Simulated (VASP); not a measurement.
Method: PBEsol GGA, VASP's PBE PAW potentials (set 64) (plane waves; VASP).

The input files of a VASP run:

KPOINTS:
```
Automatic mesh
0
Gamma
8 8 8
0 0 0
```

File POSCAR:
```
BBi
1.0
  0.0000000000   2.7269603413   2.7269603413
  2.7269603413   0.0000000000   2.7269603413
  2.7269603413   2.7269603413   0.0000000000
B Bi
1 1
Cartesian
  0.0000000000   0.0000000000   0.0000000000
  1.3634801706   1.3634801706   1.3634801706
```

**INCAR**
```
LREAL = .FALSE.
LCHARG = .FALSE.
ENCUT = 620   ! plane-wave cut-off (eV)
EDIFF = 1E-6   ! SCF stop (eV)
ISIF = 3   ! ions, shape and volume
EDIFFG = -0.02   ! ionic stop
GGA = PS
LMAXMIX = 4
IBRION = 2   ! conjugate gradients
LWAVE = .FALSE.
NELM = 100
SIGMA = 0.05
NSW = 40   ! most ionic steps
PREC = Accurate
ISMEAR = 0   ! Gaussian
PSTRESS = 50   ! kbar
LASPH = .TRUE.   ! aspherical one-centre terms
ALGO = Normal   ! blocked Davidson
SYSTEM = BBi
```

POTCAR, in this order: B Bi_d (PBE.64 set). Program: vasp_std.

Energy and stress use the plane-wave basis of the starting cell.

Task: Predict the energy per atom (σ→0), volume per atom.

Result: 
- energy per atom (σ→0) = -4.865 eV/atom
- volume per atom = 19.23 Å^3/atom

OSZICAR:
```
...
DAV:   2    -0.977577940691E+01    0.23731E+00   -0.43339E-01   924   0.138E+01    0.115E+00
DAV:   3    -0.973018547090E+01    0.45594E-01   -0.18301E-01  1129   0.800E+00    0.115E-01
DAV:   4    -0.973018294554E+01    0.25254E-05   -0.44316E-03   840   0.716E-01    0.714E-02
DAV:   5    -0.973034380388E+01   -0.16086E-03   -0.12619E-03  1121   0.568E-01    0.457E-02
DAV:   6    -0.973029410238E+01    0.49702E-04   -0.19254E-04   991   0.263E-01    0.132E-02
DAV:   7    -0.973029170895E+01    0.23934E-05   -0.38286E-05   794   0.428E-02    0.210E-03
DAV:   8    -0.973029213759E+01   -0.42864E-06   -0.16594E-06   878   0.118E-02
   3 F= -.85303395E+01 E0= -.85303395E+01  d E =-.343451E-01
```

The structure was generated: BBi was put into the zinc blende type (F-43m), which need not be its known phase. This run relaxes it under an external pressure of 5 GPa. Symmetry was kept, so distortions that lower it aren't found.
